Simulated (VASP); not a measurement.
The input files of a VASP run:

KPOINTS:
```
Automatic mesh
0
Gamma
6 6 5
0 0 0
```

**POSCAR**
```
ErGe2
1
    4.4399800000     0.0000000000     0.0000000000
   -2.2199900000     3.8451350000     0.0000000000
    0.0000000000     0.0000000000     4.8074410000
Er Ge
1 2
Direct
  0.0000000000   0.0000000000   0.0000000000
  0.3333330000   0.6666670000   0.5000000000
  0.6666670000   0.3333330000   0.5000000000
```

INCAR:
```
SYSTEM = ErGe2
PREC = Accurate
ENCUT = 400
EDIFF = 1E-6
NELM = 100
ALGO = Normal
LREAL = .FALSE.
LASPH = .TRUE.
ISMEAR = 1
SIGMA = 0.1
GGA = PE
LMAXMIX = 6
LWAVE = .FALSE.
LCHARG = .FALSE.
ISIF = 2
```

POTCAR, in this order: Er_3 Ge_d (PBE.64 set). Program: vasp_gam.

The resulting files:

**standard output**
```
 POSCAR found type information on POSCAR ErGe
 POSCAR found :  2 types and       3 ions
 Reading from existing POTCAR
 Reading from existing POTCAR
 LDA part: xc-table for (Slater+PW92), standard interpolation

 -----------------------------------------------------------------------------
|                                                                             |
|     EEEEEEE  RRRRRR   RRRRRR   OOOOOOO  RRRRRR      ###     ###     ###     |
|     E        R     R  R     R  O     O  R     R     ###     ###     ###     |
|     E        R     R  R     R  O     O  R     R     ###     ###     ###     |
|     EEEEE    RRRRRR   RRRRRR   O     O  RRRRRR       #       #       #      |
|     E        R   R    R   R    O     O  R   R                               |
|     E        R    R   R    R   O     O  R    R      ###     ###     ###     |
|     EEEEEEE  R     R  R     R  OOOOOOO  R     R     ###     ###     ###     |
|                                                                             |
|     You are using the Gamma-point-only version with more than one           |
|     k-point or some other non-Gamma k-point.                                |
|                                                                             |
|       ---->  I REFUSE TO CONTINUE WITH THIS SICK JOB ... BYE!!! <----       |
|                                                                             |
 -----------------------------------------------------------------------------
```

From input and log, find the fault in this run and mend it.

The cause: the Γ-only program was given a k-mesh. VASP stops with an error: You are using the Gamma-point-only version with more than one k-point or some other non-Gamma k-point. ----> I REFUSE TO CONTINUE WITH THIS SICK JOB ... BYE!!! <---- To mend it, run vasp_std.

The mended run (PBE GGA, plane waves, VASP's PBE PAW potentials (set 64)) converges, and its OSZICAR ends with
```
   1 F= -.13792923E+02 E0= -.13792084E+02  d E =-.251760E-02
```

The structure was generated: ErGe2 was put into the AlB2 type (P6/mmm), which need not be its known phase. The cell was not relaxed at this level. The 4f electrons are frozen in the core of the lanthanide potential, so 4f levels, which can set the real gap, and their magnetism are missing.
